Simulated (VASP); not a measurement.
Crystal: BeZn2Se3.

```xyz
6
Lattice="4.2041 0.0000 0.0000 -2.1021 3.6409 0.0000 0.0000 0.0000 9.6569" Properties=species:S:1:pos:R:3 pbc="T T T"
Be    0.0000    0.0000    4.8284
Zn    0.0000    0.0000    7.6364
Zn    0.0000    0.0000    2.0205
Se    0.0000    2.4273    0.0000
Se    2.1021    1.2136    0.0000
Se    0.0000    0.0000    0.0000
```

The cell was built by a generator and needn't be a form met in nature.

| Quantity | Value |
| --- | --- |
| Program | VASP 6.6.1 |
| Task | relaxation of cell and atoms |
| Functional | PBE |
| Potentials or basis | VASP PAW PBE potentials, release 64 (Be, Zn, Se) |
| Cutoff | 520 eV |
| k mesh | 4 × 4 × 2 |
| Occupations | gaussian, width 0.15 eV |
| Spin | no spin polarisation |

At the start: pressure 32.4 GPa; volume 24.64 Å³/atom.

Question: How do energy, volume and symmetry change on relaxing?

Answer: Over 24 steps the energy falls by 1375.0 meV/atom and the volume is 33.77 Å³/atom (+37.1 %); space group P6/mmm (No. 191, to 0.05 Å).

The path:
| step | energy change (eV) | largest force (eV/Å) | pressure (GPa) | volume (Å³) |
| --- | --- | --- | --- | --- |
| 1 | 0.0000 | 8.5404 | 32.39 | 147.82 |
| 2 | 6.9360 | 0.3626 | -3.26 | 281.56 |
| 3 | -4.1569 | 0.0599 | -1.23 | 261.18 |
| 4 | -6.9889 | 0.2881 | -3.08 | 256.80 |
| 5 | -6.7019 | 1.8910 | 4.41 | 197.38 |
| 6 | -7.2425 | 0.6010 | -1.58 | 235.12 |
| 7 | -7.2602 | 0.8042 | -1.40 | 227.70 |
| 8 | -7.2303 | 1.0039 | -0.60 | 220.24 |
| 9 | -7.2528 | 0.8562 | -0.63 | 224.21 |
| 10 | -7.4576 | 0.9580 | -0.41 | 219.08 |
| 11 | -8.0897 | 1.0684 | -0.35 | 202.80 |
| 12 | -1.2084 | 4.6644 | 22.36 | 166.03 |
| 13 | -7.9869 | 1.7947 | 0.62 | 200.55 |
| 14 | -7.8171 | 1.5593 | 3.83 | 189.92 |
| 15 | -8.0255 | 1.8062 | 1.52 | 196.81 |
| 16 | -8.1404 | 0.9959 | 1.62 | 197.15 |
| 17 | -8.1584 | 0.5650 | 1.56 | 197.31 |
| 18 | -8.2242 | 0.3503 | 0.44 | 200.75 |
| 19 | -8.2440 | 0.2190 | -0.09 | 203.41 |
| 20 | -8.2452 | 0.1862 | -0.20 | 204.19 |
| 21 | -8.2452 | 0.1834 | -0.27 | 204.33 |
| 22 | -8.2475 | 0.1311 | -0.26 | 203.71 |
| 23 | -8.2504 | 0.0174 | 0.38 | 201.86 |
| 24 | -8.2499 | 0.0524 | 0.00 | 202.62 |

Final structure:
```cif
data_structure
_symmetry_space_group_name_H-M 'P 1'
_symmetry_Int_Tables_number 1
_cell_length_a 5.0753
_cell_length_b 5.0753
_cell_length_c 9.0830
_cell_angle_alpha 90.000
_cell_angle_beta 90.000
_cell_angle_gamma 120.000
_cell_volume 202.62
loop_
_atom_site_label
_atom_site_type_symbol
_atom_site_fract_x
_atom_site_fract_y
_atom_site_fract_z
_atom_site_occupancy
Be1 Be 0.00000 0.00000 0.50000 1
Zn1 Zn 0.00000 0.00000 0.73790 1
Zn2 Zn 0.00000 0.00000 0.26210 1
Se1 Se 0.33333 0.66667 0.00000 1
Se2 Se 0.66667 0.33333 0.00000 1
Se3 Se 0.00000 0.00000 0.00000 1
```

Caveat: the k mesh is coarse (spacing up to 0.43 Å⁻¹), so the values aren't converged; the volume moved by over 15 % at a fixed basis, so the end points are rough.
